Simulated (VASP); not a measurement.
## HfB (relaxed from the wurtzite structure, space group P6_3/mmc): computed properties

The numbers are results of PBEsol GGA, VASP's PBE PAW potentials (set 64) (plane waves; VASP 6.6.1), not measurements.

- space group: P6_3/mmc (194)
- cell: a = b = 4.054 Å, c = 4.711 Å, α = β = 90.00°, γ = 120.00°
- volume per atom: 16.76 Å^3/atom
- band gap (over mesh and band path): none (metal, semimetal or under 0.01 eV)
- density: 9.38 g/cm³

```yaml
crystal:
  lattice:
    - [4.05428, 0.00000, 0.00000]
    - [-2.02714, 3.51111, 0.00000]
    - [0.00000, 0.00000, 4.71076]
  atoms:
    - { symbol: Hf, position: [0.33333, 0.66667, 0.93750] }
    - { symbol: Hf, position: [0.66667, 0.33333, 0.43750] }
    - { symbol: B, position: [0.33333, 0.66667, 0.43750] }
    - { symbol: B, position: [0.66667, 0.33333, 0.93750] }
```

Unless said otherwise, spin-orbit coupling is left out, though it shifts the bands of the heavy elements here.

The structure was generated: HfB was put into the wurtzite type (P6_3mc), which need not be its known phase. It was relaxed first, which changed the volume by -37 %. The relaxed cell has space group P6_3/mmc. Symmetry was kept, so distortions that lower it aren't found.
